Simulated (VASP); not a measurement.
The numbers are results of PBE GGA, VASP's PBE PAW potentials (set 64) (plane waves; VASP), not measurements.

The input files of a VASP run:

**INCAR**
```
GGA=PE
ALGO=Normal
LREAL=.FALSE.   # projection in real space or not
LMAXMIX=6   # l cut-off of mixed one-centre charges
LASPH=.TRUE.   # aspherical one-centre terms
LORBIT=11   # lm-projected
PREC=Accurate
ISMEAR=0   # Gaussian
LCHARG=.FALSE.
SIGMA=0.05
NELM=100   # most electronic steps
ENCUT=520
EDIFF=1E-7   # SCF stop (eV)
ICHARG=11
LWAVE=.FALSE.
SYSTEM=PtS2
```

POSCAR:
```
PtS2
3.5725350
  0.4999999605  -0.8660253556   0.0000000000
  0.4999999605   0.8660253556   0.0000000000
  0.0000000000   0.0000000000   1.6953087445
Pt S
1 2
Direct
  0.0000000000   0.0000000000   0.0000000000
  0.3333330000   0.6666670000   0.2026287619
  0.6666670000   0.3333330000   0.7973712381
```

### KPOINTS
```
k-points along high-symmetry lines
10
Line-mode
Reciprocal
  0.000000   0.000000   0.000000 ! GAMMA
  0.500000  -0.000000   0.000000 ! M

  0.500000  -0.000000   0.000000 ! M
  0.333333   0.333333   0.000000 ! K

  0.333333   0.333333   0.000000 ! K
  0.000000   0.000000   0.000000 ! GAMMA

  0.000000   0.000000   0.000000 ! GAMMA
  0.000000   0.000000   0.500000 ! A

  0.000000   0.000000   0.500000 ! A
  0.500000  -0.000000   0.500000 ! L

  0.500000  -0.000000   0.500000 ! L
  0.333333   0.333333   0.500000 ! H

  0.333333   0.333333   0.500000 ! H
  0.000000   0.000000   0.500000 ! A

  0.500000  -0.000000   0.500000 ! L
  0.500000  -0.000000   0.000000 ! M

  0.333333   0.333333   0.500000 ! H
  0.333333   0.333333   0.000000 ! K
```

POTCAR, in this order: Pt S (PBE.64 set). Program: vasp_std. Read from the step before: CHGCAR.

Output of the run:

**OUTCAR**
```
 ion  position               nearest neighbor table
   1  0.000  0.000  0.000-   2 2.40   3 2.40   3 2.40   2 2.40   3 2.40   2 2.40
   2  0.333  0.667  0.203-   1 2.40   1 2.40   1 2.40
   3  0.667  0.333  0.797-   1 2.40   1 2.40   1 2.40
  LATTYP: Found a hexagonal cell.
 ALAT       =     3.5725347805
 C/A-ratio  =     1.6953088487
 Subroutine PRICEL returns:
 Original cell was already a primitive cell.
 Subroutine GETGRP returns: Found 12 space group operations
The static configuration has the point symmetry D_3d.
The dynamic configuration has the point symmetry D_3d.
 Subroutine INISYM returns: Found 12 space group operations
   k-points           NKPTS =     90   k-points in BZ     NKDIM =     90   number of bands    NBANDS=     15
   number of dos      NEDOS =    301   number of ions     NIONS =      3
   total plane-waves  NPLWV =  37632
   dimension x,y,z NGX =    28 NGY =   28 NGZ =   48
   dimension x,y,z NGXF=    56 NGYF=   56 NGZF=   96
   ions per type =               1   2
   PREC   = accura    normal or accurate (medium, high low for compatibility)
   ISTART =      0    job   : 0-new  1-cont  2-samecut
   ICHARG =     11    charge: 1-file 2-atom 10-const
   ISPIN  =      1    spin polarized calculation?
   LNONCOLLINEAR =      F non collinear calculations
   LSORBIT =      F    spin-orbit coupling
   INIWAV =      1    electr: 0-lowe 1-rand  2-diag
   ENCUT  =  520.0 eV  38.22 Ry    6.18 a.u.   6.64  6.64 11.26*2*pi/ulx,y,z
   NELM   =    100;   NELMIN=  2; NELMDL= -5     # of ELM steps
   EDIFF  = 0.1E-06   stopping-criterion for ELM
   LREAL  =      F    real-space projection
   NLSPLINE    = F    spline interpolate recip. space projectors
   LMAXMIX     =    6 max onsite mixed and CHGCAR
   VOSKOWN=      0    Vosko Wilk Nusair interpolation
   EDIFFG = 0.1E-05   stopping-criterion for IOM
   NSW    =      0    number of steps for IOM
   NBLOCK =      1;   KBLOCK =      1    inner block; outer block
   IBRION =     -1    ionic relax: 0-MD 1-quasi-New 2-CG
   NFREE  =      0    steps in history (QN), initial steepest desc. (CG)
   ISIF   =      2    stress and relaxation
   ISYM   =      2    0-nonsym 1-usesym 2-fastsym
...
```

File OSZICAR:
```
       N       E                     dE             d eps       ncg     rms          rms(c)
DAV:   1     0.123413173463E+03    0.12341E+03   -0.10332E+04  2700   0.128E+03
DAV:   2    -0.983445798240E+01   -0.13325E+03   -0.12999E+03  3457   0.246E+02
DAV:   3    -0.154737126940E+02   -0.56393E+01   -0.56164E+01  3442   0.544E+01
DAV:   4    -0.155496084034E+02   -0.75896E-01   -0.75872E-01  3487   0.685E+00
DAV:   5    -0.155514627911E+02   -0.18544E-02   -0.18543E-02  3596   0.101E+00
DAV:   6    -0.155515370058E+02   -0.74215E-04   -0.74214E-04  3768   0.186E-01
DAV:   7    -0.155515392551E+02   -0.22493E-05   -0.22494E-05  3599   0.291E-02
DAV:   8    -0.155515393587E+02   -0.10361E-06   -0.10362E-06  3647   0.579E-03
DAV:   9    -0.155515393629E+02   -0.41791E-08   -0.42032E-08  2678   0.118E-03
   1 F= -.15551539E+02 E0= -.15551539E+02  d E =-.539093E-17
```

OUTCAR:
```
 val. band max:        3.8753060826   @ k =   0.1481   0.1481   0.0000

 cond. band min:       5.3845083994   @ k =   0.2222   0.0000   0.5000



 k-point     1 :       0.0000    0.0000    0.0000
  band No.  band energies     occupation
      1     -10.3508      2.00000
      2      -8.0440      2.00000
      3      -1.8713      2.00000
      4      -1.8712      2.00000
      5      -1.7103      2.00000
      6       0.8127      2.00000
      7       0.8127      2.00000
      8       2.6779      2.00000
      9       3.3874      2.00000
     10       3.3874      2.00000
     11       3.5786      2.00000
     12       6.8086      0.00000
     13       6.8086      0.00000
     14       9.2769      0.00000
     15       9.6796      0.00000

 k-point     2 :       0.0556    0.0000    0.0000
  band No.  band energies     occupation
      1     -10.3128      2.00000
      2      -8.0549      2.00000
      3      -1.8610      2.00000
      4      -1.8468      2.00000
      5      -1.6735      2.00000
      6       0.7557      2.00000
      7       0.7792      2.00000
      8       2.5336      2.00000
      9       3.4063      2.00000
     10       3.4175      2.00000
     11       3.6259      2.00000
     12       6.6136      0.00000
     13       6.7590      0.00000
     14       9.4303      0.00000
     15       9.8957      0.00000

 k-point     3 :       0.1111    0.0000    0.0000
  band No.  band energies     occupation
      1     -10.2005      2.00000
      2      -8.0863      2.00000
      3      -1.8294      2.00000
      4      -1.7765      2.00000
      5      -1.5639      2.00000
      6       0.5733      2.00000
      7       0.6946      2.00000
      8       2.2196      2.00000
      9       3.4394      2.00000
     10       3.4480      2.00000
     11       3.7362      2.00000
     12       6.1801      0.00000
     13       6.6395      0.00000
     14       9.8443      0.00000
     15      10.3532      0.00000

...
```

The density is held fixed in this step, so its total energy and stress have no physical meaning. Without a dispersion term in the relaxation, distances and binding between the weakly bound layers, chains or molecules are unreliable, and so is what depends on them. Unless said otherwise, spin-orbit coupling is left out, though it shifts the bands of the heavy elements here.

The compound is PtS2 in the 1T layered structure. It was relaxed first, which changed the volume by +22 %.
